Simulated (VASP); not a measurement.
An input for Quantum ESPRESSO's pw.x (written as the equivalent of a VASP run, and not itself run):

```
&CONTROL
  calculation = 'scf'
  pseudo_dir = './pseudo'
  outdir = './out'
  tprnfor = .true.
  tstress = .true.
/
&SYSTEM
  ibrav = 0
  nat = 2
  ntyp = 2
  ecutwfc = 102
  occupations = 'smearing'
  smearing = 'gaussian'
  degauss = 0.003675
  input_dft = 'pbesol'
/
&ELECTRONS
  conv_thr = 7.3e-09
  electron_maxstep = 100
/
ATOMIC_SPECIES
  Cd 112.414 Cd.upf
  Te 127.600 Te.upf
CELL_PARAMETERS angstrom
     0.0000000    3.2164260    3.2164260
     3.2164260    0.0000000    3.2164260
     3.2164260    3.2164260    0.0000000
ATOMIC_POSITIONS crystal
  Cd   0.0000000  0.0000000  0.0000000
  Te   0.2500000  0.2500000  0.2500000
K_POINTS automatic
  7 7 7 0 0 0
```

Question: Translate this input to VASP (INCAR, KPOINTS, POSCAR, choice of POTCAR).

Answer: This is not unique; one that fits is 
### INCAR
```
SYSTEM  =  CdTe
PREC  =  Accurate; ENCUT  =  520; LREAL  =  .FALSE.
LASPH  =  .TRUE.
EDIFF  =  1E-7; NELM  =  100; ALGO  =  Normal
LMAXMIX  =  4
ISMEAR  =  0; SIGMA  =  0.05
GGA  =  PS
ISIF  =  2
LWAVE  =  .FALSE.; LCHARG  =  .FALSE.
```

File KPOINTS:
```
kpoints
0
G
 7 7 7
0 0 0
```

**POSCAR**
```
CdTe
6.4328520
  0.0000000000   0.4999999945   0.4999999945
  0.4999999945   0.0000000000   0.4999999945
  0.4999999945   0.4999999945   0.0000000000
Cd Te
1 1
Cartesian
  0.0000000000   0.0000000000   0.0000000000
  0.2499999972   0.2499999972   0.2499999972
```

POTCAR, in this order: Cd Te (PBE.64 set). Program: vasp_std.

The two are equivalent in intent, not identical: the potentials are each code's own (VASP's PAW set, PseudoDojo norm-conserving files in pw.x), so ENCUT and ecutwfc are chosen apart and not converted; conv_thr bounds pw.x's estimated SCF error, while EDIFF bounds the energy change between steps.

The compound is CdTe in the zinc blende structure. This cell is one point of a volume scan, at 0.97 of the reference volume.
